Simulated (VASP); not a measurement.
```yaml
crystal:
  lattice:
    - [0.00000, 2.77209, 2.77209]
    - [2.77209, 0.00000, 2.77209]
    - [11.07484, 11.07484, 0.01354]
  atoms:
    - { symbol: Si, position: [0.99243, 0.99243, 0.00567] }
    - { symbol: Si, position: [0.24782, 0.24782, 0.06413] }
    - { symbol: Si, position: [0.00218, 0.00218, 0.24837] }
    - { symbol: Si, position: [0.25757, 0.25757, 0.30683] }
    - { symbol: Ge, position: [0.00769, 0.00769, 0.49423] }
    - { symbol: Ge, position: [0.25219, 0.25219, 0.56085] }
    - { symbol: Ge, position: [0.99781, 0.99781, 0.75165] }
    - { symbol: Ge, position: [0.24231, 0.24231, 0.81827] }
```

Computed with PBEsol GGA, VASP's PBE PAW potentials (set 64) (plane waves; VASP). Numerical set-up: 400 eV cut-off, 8×8×2 Γ-centred mesh, tetrahedra with Blöchl corrections, potentials Si Ge_d.

The cores are frozen, which limits the accuracy of field gradients.

Question: Give the principal components of the electric field gradient (V/Å²) and the asymmetry η at each nucleus.

Answer: 
```csv
atom,Vxx,Vyy,Vzz,η
Si1,-1.5,-1.5,3.1,0.00
Si2,2.5,2.5,-5.0,0.00
Si3,2.5,2.5,-5.0,0.00
Si4,-1.5,-1.5,3.1,0.00
Ge5,4.2,4.2,-8.3,0.00
Ge6,-5.4,-5.4,10.8,0.00
Ge7,-5.4,-5.4,10.8,0.00
Ge8,4.2,4.2,-8.3,0.00
```

The structure was generated: Ge4Si4 was put into an ordered model structure (R-3m), which need not be its known phase. It was relaxed first.
